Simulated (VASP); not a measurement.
Input:

```yaml
crystal:
  lattice:
    - [5.10449, 0.00000, 0.00000]
    - [0.00000, 5.10449, 0.00000]
    - [0.00000, 0.00000, 5.10449]
  atoms:
    - { symbol: Be, position: [0.00702, 0.99298, 0.99298] }
    - { symbol: Be, position: [0.49298, 0.50702, 0.99298] }
    - { symbol: Be, position: [0.49298, 0.99298, 0.50702] }
    - { symbol: Be, position: [0.00702, 0.50702, 0.50702] }
    - { symbol: Se, position: [0.25000, 0.25000, 0.25000] }
    - { symbol: Se, position: [0.75000, 0.75000, 0.25000] }
    - { symbol: Se, position: [0.75000, 0.25000, 0.75000] }
    - { symbol: S, position: [0.25000, 0.75000, 0.75000] }
```

All values below come from HSE06 screened hybrid, VASP's PBE PAW potentials (set 64) (plane waves; VASP). Settings: 400 eV cut-off, 4×4×4 Γ-centred mesh, Gaussian smearing of 0.050 eV, potentials Be Se S.

**Question.** Give the stress tensor in GPa (positive for a compressed cell).

**Answer.** 
```
-1.65   0.00   0.00
 0.00  -1.65   0.00
 0.00   0.00  -1.65
```
The pressure is its mean diagonal, -1.65 GPa.

The structure was generated: Be4SSe3 was put into an ordered model structure (P-43m), which need not be its known phase. It was relaxed first. The cell's shape comes from a PBE relaxation.
